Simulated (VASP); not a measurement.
TePb (space group Fm-3m): the measured cell of entry 9011358 of the Crystallography Open Database is

```yaml
crystal:
  lattice:
    - [0.00000, 3.22705, 3.22705]
    - [3.22705, 0.00000, 3.22705]
    - [3.22705, 3.22705, 0.00000]
  atoms:
    - { symbol: Pb, position: [0.00000, 0.00000, 0.00000] }
    - { symbol: Te, position: [0.50000, 0.50000, 0.50000] }
```

The numbers are results of PBEsol GGA, VASP's PBE PAW potentials (set 64) (plane waves; VASP), not measurements. Run with 400 eV cut-off, 8×8×8 Γ-centred mesh, tetrahedra with Blöchl corrections, potentials Pb_d Te.

The calculation is for a static lattice at zero pressure; the measurement, at 298 K, holds thermal and zero-point expansion. The entry's conditions were not checked, so it may have been measured under pressure.

Problem. How far does the relaxed conventional cell lie from the measured one?

Solution. 
|  | measured | computed | difference |
|---|---|---|---|
| a (Å) | 6.454 | 6.441 | -0.2 % |
| V (Å³/atom) | 33.61 | 33.40 | -0.6 % |

The structure comes from a measured TePb entry (Fm-3m) of the Crystallography Open Database, whose conditions weren't checked. It was relaxed first. Symmetry was kept, so distortions that lower it aren't found.
